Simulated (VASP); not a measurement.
Here is the system:

```xyz
3
Lattice="0.0000 2.6800 2.6800 2.6800 0.0000 2.6800 2.6800 2.6800 0.0000" Properties=species:S:1:pos:R:3 pbc="T T T"
Co     0.1200     0.0500     0.0000
Si     1.3400     1.3400     1.3400
Si     4.0200     4.0200     4.0200
```

Method: PBE GGA, VASP's PBE PAW potentials (set 64) (plane waves; VASP). Settings: 400 eV cut-off, 8×8×8 Γ-centred mesh, first-order Methfessel-Paxton smearing of 0.10 eV, potentials Co Si.

Q: The ions are relaxed. Give the cell that the relaxation ends in.

A: 
```xyz
3
Lattice="0.0000 2.6800 2.6800 2.6800 0.0000 2.6800 2.6800 2.6800 0.0000" Properties=species:S:1:pos:R:3 pbc="T T T"
Co     0.0400     2.6967     2.6800
Si     1.3800     1.3567     1.3401
Si     4.0600     4.0367     4.0199
```
Space group Fm-3m (225), at a tolerance of 0.03 Å.

Q: How much energy does the relaxation gain?

A: The energy (σ→0) changes by -32.5 meV/atom, in 7 ionic steps.

| step | E(σ→0) (eV) | max force (eV/Å) | pressure (GPa) | volume (Å³) |
|---|---|---|---|---|
| 1 | -19.1963 | 1.510 | 0.96 | 38.50 |
| 2 | -19.2911 | 0.236 | -0.32 | 38.50 |
| 3 | -19.2934 | 0.072 | -0.42 | 38.50 |
| 4 | -19.2933 | 0.073 | -0.35 | 38.50 |
| 5 | -19.2937 | 0.037 | -0.36 | 38.50 |
| 6 | -19.2939 | 0.019 | -0.36 | 38.50 |
| 7 | -19.2939 | 0.001 | -0.55 | 38.50 |

The compound is CoSi2 in the fluorite structure. In the starting cell atoms are displaced from their ideal sites. This run relaxes the ions in a fixed cell. Symmetry was kept, so distortions that lower it aren't found. The run is not spin-polarised, so no magnetic state was tried. The electron count is odd and the run is not spin-polarised, which forces a metal.
